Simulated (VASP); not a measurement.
Calculation: PBE GGA, VASP's PBE PAW potentials (set 64) (plane waves; VASP).

A VASP calculation is set up with these files.

**INCAR**
```
SYSTEM = PbTe
PREC = Accurate
ENCUT = 210
EDIFF = 1E-6
NELM = 100
ALGO = Normal
LREAL = .FALSE.
LASPH = .TRUE.
ISMEAR = -1
SIGMA = 0.01
GGA = PE
LMAXMIX = 4
LWAVE = .FALSE.
LCHARG = .FALSE.
ISIF = 2
```

POSCAR:
```
PbTe
1
    0.0000000000     3.2710210000     3.2710210000
    3.2710210000     0.0000000000     3.2710210000
    3.2710210000     3.2710210000     0.0000000000
Te Pb
1 1
Direct
  0.5000000000   0.5000000000   0.5000000000
  0.0000000000   0.0000000000   0.0000000000
```

File KPOINTS:
```
kpoints
0
gamma
  8 8 8
0.5 0.5 0.5
```

POTCAR, in this order: Te Pb_d (PBE.64 set). Program: vasp_std.

Output of the run:

### OSZICAR
```
       N       E                     dE             d eps       ncg     rms          rms(c)
DAV:   1     0.950114813930E+02    0.95011E+02   -0.60528E+03  1824   0.653E+02
DAV:   2    -0.338003190879E+01   -0.98392E+02   -0.97156E+02  2022   0.240E+02
DAV:   3    -0.757298315788E+01   -0.41930E+01   -0.41877E+01  2052   0.525E+01
DAV:   4    -0.762248592457E+01   -0.49503E-01   -0.49499E-01  2160   0.705E+00
DAV:   5    -0.762322754486E+01   -0.74162E-03   -0.74162E-03  2040   0.619E-01    0.326E+00
DAV:   6    -0.748679747849E+01    0.13643E+00   -0.34202E-01  1920   0.412E+00    0.199E+00
DAV:   7    -0.748513322986E+01    0.16642E-02   -0.96009E-02  1994   0.170E+00    0.983E-01
DAV:   8    -0.748752106509E+01   -0.23878E-02   -0.10627E-02  1728   0.101E+00    0.131E-01
DAV:   9    -0.748736733741E+01    0.15373E-03   -0.11621E-03  2192   0.327E-01    0.541E-02
DAV:  10    -0.748743188313E+01   -0.64546E-04   -0.13436E-04  1746   0.779E-02    0.224E-02
DAV:  11    -0.748743749651E+01   -0.56134E-05   -0.21147E-05  2036   0.358E-02    0.670E-03
DAV:  12    -0.748743790851E+01   -0.41200E-06   -0.13721E-06  1716   0.101E-02
   1 F= -.74874379E+01 E0= -.74874379E+01  d E =-.165852E-10
```

File OUTCAR:
```
------------------------ aborting loop because EDIFF is reached ----------------------------------------
  FORCE on cell =-STRESS in cart. coord.  units (eV):
  Direction    XX          YY          ZZ          XY          YZ          ZX
  --------------------------------------------------------------------------------------
  Total       -2.0889359     -2.0889359     -2.0889359      0.0000000      0.0000000      0.0000000
  in kB      -47.8140685    -47.8140685    -47.8140685      0.0000000      0.0000000      0.0000000
  external PRESSURE =     -47.8140685 kB  Pullay stress =       0.0000000 kB
  volume of cell :       70.00
      direct lattice vectors                 reciprocal lattice vectors
     0.000000000  3.271021000  3.271021000    -0.152857472  0.152857472  0.152857472
     3.271021000  0.000000000  3.271021000     0.152857472 -0.152857472  0.152857472
     3.271021000  3.271021000  0.000000000     0.152857472  0.152857472 -0.152857472
  FREE ENERGIE OF THE ION-ELECTRON SYSTEM (eV)
  ---------------------------------------------------
  free  energy   TOTEN  =        -7.4874379085 eV

  energy  without entropy=       -7.4874379085  energy(sigma->0) =       -7.48743791
```
(Selected blocks of OUTCAR.)

At this cut-off the stress carries a Pulay error, which pulls relaxed volumes low.

The structure is a typed PbTe crystal. The cell was not relaxed at this level. The run is one of a series of settings (ENCUT = 210, KPOINTS 8×8×8 Γ-centred mesh shifted by (0.5, 0.5, 0.5) against the base run), some of them coarse on purpose.
